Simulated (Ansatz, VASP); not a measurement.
**Na3SeI: VASP beside Ansatz**

Contents of INCAR:

```
PREC = Accurate ; ENCUT = 520
EDIFF = 1E-7 ; ISMEAR = 0
SIGMA = 0.02 ; LREAL = False
LASPH = True ; NELM = 80
ALGO = Fast ; ISIF = 2
LWAVE = False ; LCHARG = True
GGA = PS ; LELF = True
LVHAR = True ; NBANDS = 25
```

The input KPOINTS:

```
Automatic mesh
0
Gamma
  6 6 6
```

Contents of POSCAR:

```
Na3SeI
1.0
    5.4312000000      0.0000000000      0.0000000000
    0.0000000000      5.4312000000      0.0000000000
    0.0000000000      0.0000000000      5.4312000000
I Se Na
1 1 3
Direct
    0.0000000000      0.0000000000      0.0000000000
    0.5000000000      0.5000000000      0.5000000000
    0.5000000000      0.5000000000      0.0000000000
    0.5000000000      0.0000000000      0.5000000000
    0.0000000000      0.5000000000      0.5000000000
```

Input for Ansatz:

```yaml
crystal:
  lattice:
    - [5.4312, 0.0, 0.0]
    - [0.0, 5.4312, 0.0]
    - [0.0, 0.0, 5.4312]
  atoms:
    - { symbol: I, position: [0.0, 0.0, 0.0] }
    - { symbol: Se, position: [0.5, 0.5, 0.5] }
    - { symbol: Na, position: [0.5, 0.5, 0.0] }
    - { symbol: Na, position: [0.5, 0.0, 0.5] }
    - { symbol: Na, position: [0.0, 0.5, 0.5] }
basis:
  ecutwfc: 420
kpoints:
  mp_grid: { grid: [6, 6, 6] }
hamiltonian:
  xc: pbesol
scf:
  occupations: { method: gaussian, width: 0.02 }
output:
  forces: true
  stress: true
  eigenvalues: true
```

Alike in both runs: task single point; functional PBEsol; k mesh 6 × 6 × 6; occupations gaussian, width 0.02 eV; no spin polarisation.

|  | VASP | Ansatz |
| --- | --- | --- |
| version | VASP 6.6.1 | Ansatz 0.2.0 |
| potentials or method | VASP PAW PBE potentials, release 64 (I, Se, Na_pv) | scalar-relativistic, plane waves, PAW |
| plane-wave cutoff (eV) | 520 | 420 |
| valence electrons in the cell | 34 | 60 |

|  | VASP | Ansatz | Ansatz less VASP |
| --- | --- | --- | --- |
| gap on the k mesh at the Fermi level (eV) | 2.27 | 2.28 | +0.006 |
| least direct gap on the mesh (eV) | 2.27 | 2.28 | +0.006 |
| pressure (GPa) | 0.1 | 0.0 | -0.06 |

With one functional, cell and mesh, what is left measures potentials, basis and numerics. The two sets of potentials don't hold the same shells in valence.

Caveats: the PAW data sets were made with another functional, which shifts forces and pressure a little (VASP); spin-orbit coupling is left out, which moves the levels of the heavy elements. A k mesh can miss the band edges.
